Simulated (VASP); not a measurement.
A run of VASP 6.6.1:

INCAR

```
SYSTEM = Cu3Pd
  PREC = Accurate
  ENCUT = 520
  EDIFF = 1E-7
  ISMEAR = 0
  SIGMA = 0.1
  LREAL = .False.
  LASPH = .True.
  NELM = 100
  ALGO = Fast
  ISIF = 2
  LWAVE = .False.
  LCHARG = .False.
  GGA = PS
  NBANDS = 30
```

Contents of KPOINTS:

```
regular mesh
0
Gamma
  12 12 12
  0 0 0
```

POSCAR

```
Cu3Pd
1.0
    3.6539119213      0.0000000000      0.0000000000
    0.0000000000      3.6539119213      0.0000000000
    0.0000000000      0.0000000000      3.6535840197
Cu Pd
3 1
Direct
    0.0000000000      0.5000000000      0.5000000000
    0.5000000000      0.0000000000      0.5000000000
    0.5000000000      0.5000000000      0.0000000000
    0.0000000000      0.0000000000      0.0000000000
```

Potentials or basis: VASP PAW PBE potentials, release 64 (Cu, Pd).

Launch:

```bash
$ cat potpaw_PBE.64/Cu/POTCAR potpaw_PBE.64/Pd/POTCAR > POTCAR
$ mpirun -np 1 vasp_std > vasp.out
```

Hardware: 1 thread of Intel(R) Xeon(R) Platinum 8488C (Sapphire Rapids), with other jobs on the host.

Q: Estimate the wall time of this run.

A: Run time: 4.5 min on 1 thread of Intel(R) Xeon(R) Platinum 8488C (Sapphire Rapids) (shared host), peak memory 0.34 GiB. Counts: scf iterations 20, k points 196.
